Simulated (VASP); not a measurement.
Consider the following.

```xyz
1
Lattice="-2.0566 2.0566 2.0566 2.0566 -2.0566 2.0566 2.0566 2.0566 -2.0566" Properties=species:S:1:pos:R:3 pbc="T T T"
Na     0.0000     0.0000     0.0000
```

These are PBE GGA with D3 dispersion (Becke-Johnson damping), VASP's PBE PAW potentials (set 64) (plane waves; VASP) values and carry that method's errors. Numerical set-up: 520 eV cut-off, 13×13×13 Γ-centred mesh, first-order Methfessel-Paxton smearing of 0.10 eV, potentials Na_pv.

The job: Na (bcc), 1 atom, PBE-D3(BJ), static run, 520 eV, 13×13×13 Γ-centred mesh. Roughly how much core time does it take on a busy server core?

About 20 core-seconds (one run on a shared machine, a rough figure). It had 84 irreducible k-points, 7 bands, up to 959 plane waves and 9 electronic steps.

The compound is Na in the bcc structure. This cell is one point of a volume scan, at 1.03 of the reference volume.
